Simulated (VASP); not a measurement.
BaHfO3 (cubic perovskite): the lattice constant a from VASP (plane waves, PAW) at several levels of theory. Static lattice. The measured value holds thermal and zero-point effects that the static calculation lacks.

```tsv
level	lattice constant a (Å)	error against measurement
LDA	4.123	-1.1 %
PBE	4.202	+0.8 %
PBEsol	4.156	-0.4 %
revPBE	4.227	+1.3 %
PW91	4.201	+0.7 %
PBE-D3 (zero damping)	4.185	+0.3 %
optB86b-vdW	4.177	+0.2 %
vdW-DF2	4.265	+2.3 %
vdW-DF-cx	4.165	-0.1 %
TPSS	4.186	+0.4 %
MS2	4.163	-0.2 %
SCAN	4.161	-0.2 %
r2SCAN	4.172	+0.0 %
```

Measured: 4.171 Å (as given by Zhao et al., (2008), arXiv:0809.3506).

The cell of the LDA run:

```cif
data_BaHfO3
_chemical_formula_sum 'Ba1 Hf1 O3'
_space_group_name_H-M_alt 'Pm-3m'
_space_group_IT_number 221
_space_group_name_Hall '-P 4 2 3'
_cell_length_a 4.12342
_cell_length_b 4.12342
_cell_length_c 4.12342
_cell_angle_alpha 90.000
_cell_angle_beta 90.000
_cell_angle_gamma 90.000
loop_
_atom_site_label
_atom_site_type_symbol
_atom_site_symmetry_multiplicity
_atom_site_Wyckoff_symbol
_atom_site_fract_x
_atom_site_fract_y
_atom_site_fract_z
_atom_site_occupancy
Ba1 Ba 1 a 0.00000 0.00000 0.00000 1
Hf1 Hf 1 b 0.50000 0.50000 0.50000 1
O1 O 3 c 0.00000 0.50000 0.50000 1
```

Only levels that ran to the end are used. Left out are those held back, those with too coarse a band path, GW runs whose mesh misses a band edge, hybrids' fits of cells that aren't cubic and levels without matching references; a question may draw on a part of the rest.

The compound is BaHfO3 in the cubic perovskite structure.
